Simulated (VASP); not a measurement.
Here is the system:

```
Tc
1.0
    1.35459    -2.34621     0.00000
    1.35459     2.34621     0.00000
    0.00000     0.00000     4.33218
Tc
2
Direct
  0.33333   0.66667   0.25000
  0.66667   0.33333   0.75000
```

All values below come from LDA (Ceperley-Alder, Perdew-Zunger), VASP's LDA PAW potentials (set 64) (plane waves; VASP). Run with 520 eV cut-off, 17×17×10 Γ-centred mesh, tetrahedra with Blöchl corrections, potentials Tc_pv.

The job: Tc (hcp), 2 atoms, LDA, static run, 520 eV, 17×17×10 Γ-centred mesh. Roughly how much core time does it take on a busy server core?

About 30 core-seconds (one run on a shared machine, a rough figure). It had 198 irreducible k-points, 17 bands, up to 764 plane waves and 14 electronic steps.

The compound is Tc in the hcp structure. It was relaxed first.
